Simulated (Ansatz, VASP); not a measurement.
# BN: VASP beside Ansatz, part 2 of 2

One calculation is typed for both programs; each brings its own data sets. How far apart do they land? The cell is taken from a series of runs on this material, whose earlier steps may have relaxed, scaled, displaced or heated it; both programs get it as it stands.

VASP 6.6.1 and Ansatz 0.2.0.

So far: The starting structure; VASP: zone-centre phonons, LDA.

## (3) Ansatz: zone-centre phonons, LDA

Level of this step: Ansatz beside VASP: Kohn-Sham DFT, plane waves, LDA (Ansatz).

Ansatz runs on its default PAW (the set named soft_2) files.

The same cell, functional (in two slightly different forms) and mesh now go to Ansatz, which takes its cutoff from its data sets.

input.yaml reads:

```yaml
crystal:
  lattice:
    - [0.0, 1.7902743999, 1.7902743999]
    - [1.7902743999, 0.0, 1.7902743999]
    - [1.7902743999, 1.7902743999, 0.0]
  atoms:
    - { symbol: B, position: [0.0, 0.0, 0.0] }
    - { symbol: "N", position: [0.75, 0.75, 0.75] }
kpoints:
  mp_grid: { grid: [12, 12, 12] }
hamiltonian:
  xc: lda
scf:
  occupations: { method: fixed }
output:
  eigenvalues: true
phonons:
  method: dfpt
  dielectric: true
  rigid_motions: translations
```

Launch:

```sh
$ ansatz run input.yaml --threads 4 --pin off --max-ram 7168MiB --backend cpu --events-out ev --progress --plain --runs-dir out
```

Numbers of over 12 decimals in the logs are rounded to 6 here.

Log:

```text
Engine: ansatz 0.2.0, aarch64-unknown-linux-gnu
Pseudopotentials: kind: paw
Pseudopotential: B, paw, valence charge 3, recommended cutoff 420 eV (normal), B.paw.azcp
Pseudopotential: N, paw, valence charge 5, recommended cutoff 420 eV (normal), N.paw.azcp
Functional definition: SPW92
  exchange = slater_x
  correlation = pw_c
Crystal: 2 atoms, lattice volume = 11.476 Å³
Basis set: ecut = 420 eV, 229 PW (Γ), exchange–correlation on 36×36×36 points (8 copies of the dense FFT grid, shifted against one another)
Bands: 8, of which v1, the nominal top of the filled ones, is band 4 counted from 1 (3 counted from 0)
Symmetry: 24 space group operations
k-points: 280 of 1728 (irreducible under 4 space group operations, time reversal used)
Non-local potential: B, projectors of the file, l = 0: 2, l = 1: 2, l = 2: 1
Non-local potential: N, projectors of the file, l = 0: 2, l = 1: 2, l = 2: 1
PAW form: soft (Blöchl's): semilocal exchange-correlation on the pseudo side does not see the compensation charge
PAW frozen core: B, regenerated for the run's functional, and the local potential with it (the file was generated under x = pbe(κ = 0.804, μ = 0.219515), c = pbe(β = 0.066725))
PAW frozen core: N, regenerated for the run's functional, and the local potential with it (the file was generated under x = pbe(κ = 0.804, μ = 0.219515), c = pbe(β = 0.066725))
PAW one-centre angular grid: B, 110 points (default); XC on 64 Gauss nodes
PAW one-centre angular grid: N, 110 points (default); XC on 64 Gauss nodes
Initial density: superposition of atomic densities (neutral atoms: chi_scale 0, normalization atom), corrected by the library's trained network
Initial wavefunctions: pseudopotential atomic-orbital guess
Functional: x = slater, c = lda
SCF iter   1: F=—  HF=-526.470269 eV  |F-HF|=—  |Δ(HF+E_count)|=         —  Δρ=7.92e-3  dr2=5.28e-3  ethr=1.77e-3  ⟨swp⟩=3.9  Hψ=12733  notcnv=0  defer=448
preconditioner: auto → none  [insulator: Δε(μ)=4.330 eV  Ē_g=20.229 eV  n_scr=0 (ndim 8)  ℏωp=31.0 eV  f_vac=0.000  ε∞_Penn≈3.3]
SCF iter   2: F=—  HF=-526.468770 eV  |F-HF|=—  |Δ(HF+E_count)|=   1.50e-3  Δρ=3.29e-3  dr2=4.54e-4  ethr=6.60e-5  ⟨swp⟩=2.1  Hψ=5139  notcnv=0  defer=543
SCF iter   3: F=—  HF=-526.468630 eV  |F-HF|=—  |Δ(HF+E_count)|=   1.41e-4  Δρ=1.39e-3  dr2=7.18e-5  ethr=5.67e-6  ⟨swp⟩=2.9  Hψ=3847  notcnv=0  defer=543
SCF iter   4: F=—  HF=-526.468608 eV  |F-HF|=—  |Δ(HF+E_count)|=   2.13e-5  Δρ=2.93e-4  dr2=3.10e-6  ethr=8.98e-7  ⟨swp⟩=1.0  Hψ=2240  notcnv=0
SCF iter   5: F=—  HF=-526.468608 eV  |F-HF|=—  |Δ(HF+E_count)|=   4.63e-7  Δρ=2.69e-5  dr2=3.00e-8  ethr=3.88e-8  ⟨swp⟩=1.1  Hψ=2374  notcnv=0
SCF iter   6: F=—  HF=-526.468608 eV  |F-HF|=—  |Δ(HF+E_count)|=   5.33e-7  Δρ=1.64e-6  dr2=6.98e-11  ethr=1.25e-12  ⟨swp⟩=5.3  Hψ=11395  notcnv=0
SCF iter   7: F=-526.468608 eV  HF=-526.468608 eV  |F-HF|=3.41e-13  |Δ(HF+E_count)|=  1.36e-11  Δρ=1.36e-7  dr2=7.68e-13  ethr=1.00e-12  ⟨swp⟩=4.0  Hψ=8772  notcnv=0
SCF 1 converged in 7 iterations: F = -526.468608 eV  dr2 = 7.68e-13
  greatest PAW one-centre occupation: 0.782 electrons in one spin orbital (limit 2), on the N atom at site 1 (counted from 0), in its partial waves of l = 0
NSCF: frozen V_eff on 1 k-points
DFPT response loops at Γ: preconditioner auto → none (the input reference at scf.mixing.eps_inf says where Resta's filter doesn't serve); β = 0.50; Broyden in place of MSR1
SCF converged after 7 iterations
Free energy (F): -526.468608 eV
Harris-Foulkes:  -526.468608 eV  (|F-HF|=3.41e-13)
Internal energy: -526.468608 eV  (E = F + TS)
E sigma→0 (E₀):  -526.468608 eV
Fermi energy:    11.392860 eV
--- Per-component energies (eV) ---
  E_band       = 27.370052
  E_kinetic    = 186.871790
  E_local      = -173.756720  (includes V_loc(G=0)·N_el)
  E_nonlocal   = 58.775656
  E_hartree    = 47.868908
  E_xc         = -92.988224
  E_vxc        = -116.099661  (∫ρ·V_xc dr)
  E_paw        = -191.533051  (= ΣΔE_a)
  E_vpaw       = -24.158925  (= ΣTr[D̂ρ^β])
  E_aug_tail   = 0.000098  (compensation charges beyond the density's cutoff)
  E_ewald      = -361.832943
  E_core_change = 0.125878  (= ΣΔE_core)
  E_smearing   = -0.000000  (= −TS)
  E_closure    = 0.000000  (closes the sum)
  Σ components = -526.468608   (vs F -526.468608, Δ=0.00e0)
--- Band table (eV; the first three rows and the last of 280) ---
  k-point 0: bands = ["-9.0137", "11.3929", "11.3929", "11.3929", "20.2226", "20.2226", "20.2226", "22.2691"]
  k-point 1: bands = ["-8.8401", "10.4690", "11.2029", "11.2029", "20.4874", "20.5049", "20.5049", "22.7861"]
  k-point 2: bands = ["-8.3251", "8.3380", "10.7474", "10.7474", "20.9145", "21.1580", "21.1580", "24.0154"]
  k-point 279: bands = ["-2.8231", "3.7613", "4.1477", "4.6263", "20.9567", "24.9551", "25.8241", "26.4989"]
--- Phonons (Γ-DFPT): 2 representative perturbations + reference, on 280 of 1728 k-points (Σ response iterations 6) ---
  k mesh reduced under 4 symmetry operations, with k and −k counted as one. Each operation leaves every solved perturbation unchanged. A smaller set is not considered because the run solves the response to a homogeneous field
  ASR residual: 5.497e-5 → 0.000e0 eV/Å²; symmetrization residual: 4.125e-7 eV/Å²
  ASR residual per site (eV/Å²): 5.50e-5 1.40e-5
  Γ frequencies (cm⁻¹): 0.00 0.00 0.00 1067.97 1067.97 1067.97
  ε∞ (high-frequency dielectric tensor):
        4.565625     0.000000     0.000000
       -0.000000     4.565625     0.000000
        0.000000     0.000000     4.565625
  ε⁰ (static dielectric tensor: ions relaxed, cell fixed):
        6.739033     0.000000     0.000000
       -0.000000     6.739033    -0.000000
        0.000000    -0.000000     6.739033
  ε⁰ − ε∞ (ionic part):
        2.173408     0.000000     0.000000
        0.000000     2.173408    -0.000000
        0.000000    -0.000000     2.173408
  softest optical mode at Γ: 1067.97 cm⁻¹; the repairs (sum rule, projections) moved no ω² at Γ by more than (1.20 cm⁻¹)²
  Born effective charges Z* (e; rows j = field, columns β = displacement):
    site 0:
         1.87812   -0.00000    0.00000
         0.00000    1.87812   -0.00000
         0.00000   -0.00000    1.87812
    site 1:
        -1.87812    0.00000   -0.00000
        -0.00000   -1.87812    0.00000
        -0.00000    0.00000   -1.87812
  Z* charge neutrality: 1.676e-6 e pre-enforcement
  k-mesh period / interband length: 30.4 Å / 1.29 Å = 23.54 at k = (0.0000, -0.5000, -0.5000), direct gap 9.463 eV — 14 or more, which is no proof of convergence
  optical modes at Γ without the LO–TO term, one row a degenerate level:
      ω (cm⁻¹)  modes    IR ((D/Å)²/amu)
       1067.97      3            40.0137
  optical modes at Γ + LO–TO along q̂ = [1.0000, 0.0000, 0.0000]:
      ω (cm⁻¹)  modes    IR ((D/Å)²/amu)
       1067.97      2            26.6758
       1297.50      1            13.3379
  optical modes at Γ + LO–TO along q̂ = [0.0000, 1.0000, 0.0000]:
      ω (cm⁻¹)  modes    IR ((D/Å)²/amu)
       1067.97      2            26.6758
       1297.50      1            13.3379
  optical modes at Γ + LO–TO along q̂ = [0.0000, 0.0000, 1.0000]:
      ω (cm⁻¹)  modes    IR ((D/Å)²/amu)
       1067.97      2            26.6758
       1297.50      1            13.3379
```

The column dr2 measures how far the density is from self-consistency, as an energy; F and HF (Harris–Foulkes) agree once it is small.

## (4) Differences

Known differences besides the potentials themselves: fixed occupations in Ansatz, narrow Gaussian smearing in VASP; the cutoff is 420 eV in Ansatz and 600 eV in VASP; VASP's log shows a relativistic correction to its local exchange, Ansatz's none. Total energies have different zeros and are not compared.

The two programs side by side:

| quantity | Ansatz | VASP | difference |
| --- | --- | --- | --- |
| ε∞ xx | 4.57 | 4.56 | +0.09 % |
| ε∞ yy | 4.57 | 4.56 | +0.09 % |
| ε∞ zz | 4.57 | 4.56 | +0.09 % |
| Born charge of B1 (mean of the diagonal) (e) | 1.88 | 1.87 | 0.00 |
| Born charge of N2 (mean of the diagonal) (e) | -1.88 | -1.87 | 0.00 |
| optical mode 1 to 3 (cm⁻¹) | 1068.0 | 1069.9 | -0.18 % |

Modes are paired by rising frequency, not by their patterns, so a pair may set unlike modes beside each other; they are those without the splitting of longitudinal modes.

## (5) Summary of results

| Property | Result |
| --- | --- |
| r.m.s. difference of the optical zone-centre modes, each program's sorted by frequency (zone-centre phonons, LDA) | 2.0 cm⁻¹ |

What this shows: The r.m.s. difference of the optical zone-centre modes, each program's sorted by frequency is 2.0 cm⁻¹ (zone-centre phonons, LDA). Such differences can come from data sets, numerical settings and the points named under the comparisons, not from the functional's error against experiment.

[Lines on the potential files, build, host, timing and source positions are cut from VASP's logs without a mark.]

[Logs are printed without paths, hosts, clocks, repeated set-up lines and the standing remarks that a program may print on its own settings, such as how far it seeks lower states.]

[Hosts, paths, dates, database ids (printed as entryN), source tags and the programs' standing remarks are cut or masked in the printed files.]
